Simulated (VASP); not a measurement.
Crystal: ScTaN.

```
Ta Sc N
1.0
     3.08507    0.00000    0.00000
    -1.54253    2.67175    0.00000
     0.00000    0.00000   10.34014
Ta Sc N
2 2 2
Direct
  0.33333 0.66667 0.24563
  0.66667 0.33333 0.75437
  0.00000 0.00000 0.00000
  0.00000 0.00000 0.50000
  0.33333 0.66667 0.62984
  0.66667 0.33333 0.37016
```

The cell comes from a database or a generator and needn't be the stable form of this composition.

Base run:

```yaml
Program: VASP 6.6.1
Functional: PBE
Potentials_or_basis: VASP PAW PBE potentials, release 64 (Ta_pv, Sc_sv, N)
Cutoff: 520 eV
k_mesh: 10 × 10 × 3
Occupations: fermi-dirac, width 0.05 eV
Spin: no spin polarisation
```

Its results: band gap on the k mesh none (metal or under the smearing width); pressure -0.1 GPa; largest force 0.011 eV/Å.

Problem. The run is repeated on the same cell with these changes: functional from PBE to PBEsol. What comes out?

Solution. Band gap on the k mesh none (metal or under the smearing width); pressure -6.2 GPa; largest force 0.293 eV/Å.

PBEsol binds more tightly than PBE, so the same cell stands under less pressure.

Caveats: the PAW data sets were made with another functional, which shifts forces and pressure a little (some runs).

Not every run made on this cell is shown here.
